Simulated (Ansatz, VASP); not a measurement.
## SrMn4As2 in VASP and in Ansatz

File INCAR:

```
ALGO = Normal ; EDIFF = 1E-7
ENCUT = 520 ; GGA = PE
ISIF = 2 ; ISMEAR = -1
LASPH = True ; LCHARG = True
LELF = True ; LREAL = False
LVHAR = True ; LWAVE = False
NBANDS = 45 ; NELM = 60
PREC = Accurate ; SIGMA = 0.1
```

Contents of KPOINTS:

```
k-points
0
Gamma
  5 5 5
```

The input POSCAR:

```
SrMn4As2
1.0
    2.1141010000      3.6617260000      0.0000000000
   -2.1141010000      3.6617260000      0.0000000000
    0.0000000000     -2.4411500000      7.8642040000
Sr As Mn
1 2 4
Direct
    0.0000000000      0.0000000000      0.0000000000
    0.2474000000      0.2474000000      0.7422000000
    0.7526000000      0.7526000000      0.2578000000
    0.1434000000      0.1434000000      0.4302000000
    0.8566000000      0.8566000000      0.5698000000
    0.4385000000      0.4385000000      0.3155000000
    0.5615000000      0.5615000000      0.6845000000
```

Input for Ansatz:

```yaml
crystal:
  lattice:
    - [2.114101, 3.661726, 0.0]
    - [-2.114101, 3.661726, 0.0]
    - [0.0, -2.44115, 7.864204]
  atoms:
    - { symbol: Sr, position: [0.0, 0.0, 0.0] }
    - { symbol: As, position: [0.2474, 0.2474, 0.7422] }
    - { symbol: As, position: [0.7526, 0.7526, 0.2578] }
    - { symbol: Mn, position: [0.1434, 0.1434, 0.4302] }
    - { symbol: Mn, position: [0.8566, 0.8566, 0.5698] }
    - { symbol: Mn, position: [0.4385, 0.4385, 0.3155] }
    - { symbol: Mn, position: [0.5615, 0.5615, 0.6845] }
  symmetry: { tolerance: 0.0003 }
kpoints:
  mp_grid: { grid: [5, 5, 5], shift: [0, 0, 0] }
magnetization:
  spin_polarized: false
scf:
  occupations: { method: fermi_dirac }
hamiltonian:
  pseudopotentials: { kind: paw }
  xc: pbe
basis:
  ecutwfc: 420
  ecutrho_ratio: 4
  xc_grid: 3
output:
  forces: true
  stress: true
  eigenvalues: true
  write_density: true
  write_potential: true
  elf: true
  volumetric_format: npy
accuracy: medium
```

The cell was built by a generator and needn't be a form met in nature.

Alike in both runs: task single point; functional PBE; k mesh 5 × 5 × 5; no spin polarisation.

|  | VASP | Ansatz |
| --- | --- | --- |
| version | VASP 6.6.1 | Ansatz 0.2.0 |
| potentials or method | VASP PAW PBE potentials, release 64 (Sr_sv, As, Mn_pv) | PAW plane waves |
| plane-wave cutoff (eV) | 520 | 420 |
| occupations | fermi-dirac, width 0.1 eV | fermi-dirac |
| valence electrons in the cell | 72 | 100 |

Ansatz gave:

| Item | Value |
| --- | --- |
| gap on the k mesh at the Fermi level (eV) | none |
| pressure (GPa) | -13.2 |
| largest component of the traceless stress (GPa) | 4.62 |
| rms of the force components (eV/Å) | 0.821 |

**Question.** What did VASP give for the same quantities?

**Answer.** gap on the k mesh at the Fermi level (eV): none; pressure (GPa): -12.9; largest component of the traceless stress (GPa): 4.61; rms of the force components (eV/Å): 0.817.

Atom by atom the forces differ by 0.008 eV/Å (rms over components). A gap of «none» marks a metal or a gap that the smearing closes. The two sets of potentials don't hold the same shells in valence. Ansatz warned: «structure_snapped_to_symmetry».

Caveats: forces of over 1 eV/Å show positions far from the minimum, so gaps and moduli don't describe the material at rest. Spin polarisation is off, so any magnetic state and its effect on volume and gap are missing.
